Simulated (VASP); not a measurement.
A run of VASP 6.6.1 is set up as follows.

File POSCAR:

```
Na2ZrS2
1.0
   -2.4761800000      2.4761800000      4.0403500000
    2.4761800000     -2.4761800000      4.0403500000
    2.4761800000      2.4761800000     -4.0403500000
Na Zr S
2 1 2
Direct
    0.3567700000      0.3567700000      0.0000000000
    0.6432300000      0.6432300000      0.0000000000
    0.0000000000      0.0000000000      0.0000000000
    0.7500000000      0.2500000000      0.5000000000
    0.2500000000      0.7500000000      0.5000000000
```

Contents of INCAR.step1:

```
SYSTEM = Na2ZrS2
ALGO = Fast ; EDIFF = 1E-7
ENCUT = 520 ; GGA = RP
ISIF = 2 ; ISMEAR = -1
LASPH = .TRUE. ; LCHARG = .TRUE.
LMAXMIX = 4 ; LREAL = .FALSE.
LWAVE = .FALSE. ; NELM = 80
PREC = Accurate ; SIGMA = 0.05
```

File KPOINTS.step1:

```
k-points
0
G
  6 6 6
  0 0 0
```

The input INCAR.step2:

```
SYSTEM = Na2ZrS2
ALGO = Fast ; EDIFF = 1E-7
ENCUT = 520 ; GGA = RP
ICHARG = 11 ; ISIF = 2
ISMEAR = 0 ; LASPH = .TRUE.
LCHARG = .FALSE. ; LMAXMIX = 4
LREAL = .FALSE. ; LWAVE = .FALSE.
NELM = 80 ; PREC = Accurate
SIGMA = 0.05
```

File KPOINTS.step2:

```
path GXYSGZS1NPY1Z,XP
15
line-mode
reciprocal
 0.0000000000  0.0000000000  0.0000000000  G
 0.0000000000  0.0000000000  0.5000000000  X

 0.0000000000  0.0000000000  0.5000000000  X
-0.1878003734  0.1878003734  0.5000000000  Y

-0.1878003734  0.1878003734  0.5000000000  Y
-0.3439001867  0.3439001867  0.3439001867  S

-0.3439001867  0.3439001867  0.3439001867  S
 0.0000000000  0.0000000000  0.0000000000  G

 0.0000000000  0.0000000000  0.0000000000  G
 0.5000000000  0.5000000000 -0.5000000000  Z

 0.5000000000  0.5000000000 -0.5000000000  Z
 0.3439001867  0.6560998133 -0.3439001867  S1

 0.3439001867  0.6560998133 -0.3439001867  S1
 0.0000000000  0.5000000000  0.0000000000  N

 0.0000000000  0.5000000000  0.0000000000  N
 0.2500000000  0.2500000000  0.2500000000  P

 0.2500000000  0.2500000000  0.2500000000  P
 0.5000000000  0.5000000000 -0.1878003734  Y1

 0.5000000000  0.5000000000 -0.1878003734  Y1
 0.5000000000  0.5000000000 -0.5000000000  Z

 0.0000000000  0.0000000000  0.5000000000  X
 0.2500000000  0.2500000000  0.2500000000  P
```

Potentials or basis: VASP PAW PBE potentials, release 64 (Na_pv, Zr_sv, S).

The run is started by

```sh
$ cat potpaw_PBE.64/Na_pv/POTCAR potpaw_PBE.64/Zr_sv/POTCAR potpaw_PBE.64/S/POTCAR > POTCAR
$ cp INCAR.step1 INCAR
$ cp KPOINTS.step1 KPOINTS
$ mpirun -np 1 vasp_std > vasp.out
$ cp INCAR.step2 INCAR
$ cp KPOINTS.step2 KPOINTS
$ mpirun -np 1 vasp_std > vasp.out
```

Q: Predict the band gap along the path.

A: None (metal or under the smearing width).

Levels at the corners of the path, in eV from the Fermi level:
| point | band 16 | band 17 | band 18 | band 19 | band 20 | band 21 | band 22 | band 23 |
| --- | --- | --- | --- | --- | --- | --- | --- | --- |
| Γ | -2.93 | -1.83 | -1.83 | -0.81 | -0.04 | 0.43 | 2.00 | 2.00 |
| X | -2.97 | -1.90 | -1.40 | -0.72 | 0.35 | 0.81 | 1.40 | 1.66 |
| X | -2.97 | -1.90 | -1.40 | -0.72 | 0.35 | 0.81 | 1.40 | 1.66 |
| Y | -2.80 | -2.79 | -1.56 | -0.23 | 0.32 | 0.78 | 0.88 | 1.58 |
| Y | -2.80 | -2.79 | -1.56 | -0.23 | 0.32 | 0.78 | 0.88 | 1.58 |
| S | -2.92 | -2.71 | -2.31 | 0.00 | 0.25 | 0.60 | 1.11 | 1.29 |
| S | -2.92 | -2.71 | -2.31 | 0.00 | 0.25 | 0.60 | 1.11 | 1.29 |
| Γ | -2.93 | -1.83 | -1.83 | -0.81 | -0.04 | 0.43 | 2.00 | 2.01 |
| Γ | -2.93 | -1.83 | -1.83 | -0.81 | -0.04 | 0.43 | 2.00 | 2.00 |
| Z | -2.20 | -2.20 | -1.95 | -0.58 | 0.36 | 0.53 | 1.11 | 1.11 |
| Z | -2.20 | -2.20 | -1.95 | -0.58 | 0.36 | 0.53 | 1.11 | 1.11 |
| S1 | -2.92 | -2.71 | -2.31 | 0.00 | 0.25 | 0.60 | 1.11 | 1.29 |
| S1 | -2.92 | -2.71 | -2.31 | 0.00 | 0.25 | 0.60 | 1.11 | 1.29 |
| N | -3.65 | -3.32 | -3.24 | -0.07 | 0.06 | 0.81 | 1.80 | 1.93 |
| N | -3.65 | -3.32 | -3.24 | -0.07 | 0.06 | 0.81 | 1.79 | 1.92 |
| P | -3.54 | -1.85 | -1.48 | -0.25 | 0.35 | 1.00 | 1.00 | 1.46 |
| P | -3.54 | -1.85 | -1.48 | -0.25 | 0.35 | 1.00 | 1.00 | 1.45 |
| Y1 | -2.80 | -2.79 | -1.56 | -0.23 | 0.32 | 0.78 | 0.88 | 1.59 |
| Y1 | -2.80 | -2.79 | -1.56 | -0.23 | 0.32 | 0.78 | 0.88 | 1.58 |
| Z | -2.20 | -2.20 | -1.95 | -0.58 | 0.36 | 0.53 | 1.11 | 1.11 |
| X | -2.97 | -1.90 | -1.40 | -0.72 | 0.35 | 0.81 | 1.40 | 1.66 |
| P | -3.54 | -1.85 | -1.48 | -0.25 | 0.35 | 1.00 | 1.00 | 1.45 |

Caveat: the log is that of the step along the path at fixed density, whose energy, stress, charges and moments have no meaning.
